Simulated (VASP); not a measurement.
Given:

```xyz
4
Lattice="3.3176 0.0000 0.0000 0.0000 3.3176 0.0000 0.0000 0.0000 16.9764" Properties=species:S:1:pos:R:3 pbc="T T T"
Nb    -0.0317     0.0453     7.6348
Nb     1.6435     1.6038     6.0330
Nb     0.0559    -0.0413    10.9698
Nb     1.6500     1.7099     9.3152
```

The numbers are results of LDA (Ceperley-Alder, Perdew-Zunger), VASP's LDA PAW potentials (set 64) (plane waves; VASP), not measurements. Numerical set-up: 300 eV cut-off, 7×7×1 Γ-centred mesh, Gaussian smearing of 0.27 eV, potentials Nb_sv.

At this cut-off the stress carries a Pulay error, which pulls relaxed volumes low. The cell holds a wide vacuum, so values per volume refer to the whole cell.

Task: Which forces act on the atoms, in eV/Å?

Result: 
```tsv
atom	Fx	Fy	Fz
Nb1	0.096	-0.079	-0.020
Nb2	-0.053	0.089	1.220
Nb3	0.004	0.048	-1.406
Nb4	-0.047	-0.058	0.206
```

Task: Give the stress tensor in GPa (positive for a compressed cell).

Result: 
```
-8.64   0.03   0.02
 0.03  -8.66  -0.07
 0.02  -0.07  -6.04
```
The pressure is its mean diagonal, -7.78 GPa.

The cell is a sheet with vacuum, built from a database entry that may be metastable or hypothetical.
